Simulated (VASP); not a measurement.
Data:

```yaml
crystal:
  lattice:
    - [0.00000, 3.10779, 3.10779]
    - [3.10779, 0.00000, 3.10779]
    - [3.10779, 3.10779, 0.00000]
  atoms:
    - { symbol: Pb, position: [0.00000, 0.00000, 0.00000] }
    - { symbol: Se, position: [0.50000, 0.50000, 0.50000] }
```

Method: PBE0 hybrid, VASP's PBE PAW potentials (set 64) (plane waves; VASP). Numerical set-up: 520 eV cut-off, 6×6×6 Γ-centred mesh, Gaussian smearing of 0.050 eV, potentials Pb_d Se.

Unless said otherwise, spin-orbit coupling is left out, though it shifts the bands of the heavy elements here.

**Question.** What does the run give for the energy per atom (σ→0), pressure, band gap (over the mesh, the named points and PBE's band edges) with the smallest direct gap where there is one?

**Answer.** 
| Property | Value |
|---|---|
| band gap (over the mesh, the named points and PBE's band edges) | 1.42 eV |
| smallest direct gap (over the mesh, the named points and PBE's band edges) | 1.42 eV |
| energy per atom (σ→0) | -5.361 eV/atom |
| pressure | -1.12 GPa |

Total energies compare only between runs with the same potentials, cut-off and functional.

The compound is PbSe in the rock salt structure. It was relaxed first.
